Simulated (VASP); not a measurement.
Data:

```
HfN
1.0
    3.47486     0.00000     0.00000
   -1.73743     3.00932     0.00000
    0.00000     0.00000     5.66176
Hf N
2 2
Cartesian
  0.00000   2.00622   0.00015
  1.73743   1.00311   2.83103
  0.00000   2.00622   2.12301
  1.73743   1.00311   4.95389
```

Method: PBE GGA, VASP's PBE PAW potentials (set 64) (plane waves; VASP). Run with 520 eV cut-off, 11×11×6 Γ-centred mesh, tetrahedra with Blöchl corrections, potentials Hf_pv N.

The cores are frozen, which limits the accuracy of field gradients.

### Question
Give the principal components of the electric field gradient (V/Å²) and the asymmetry η at each nucleus.

### Answer

```csv
atom,Vxx,Vyy,Vzz,η
Hf1,-24.8,-24.8,49.6,0.00
Hf2,-24.8,-24.8,49.6,0.00
N3,-3.2,-3.2,6.4,0.00
N4,-3.2,-3.2,6.3,0.00
```

The structure was generated: HfN was put into the wurtzite type (P6_3mc), which need not be its known phase. It was relaxed first, which changed the volume by -35 %.
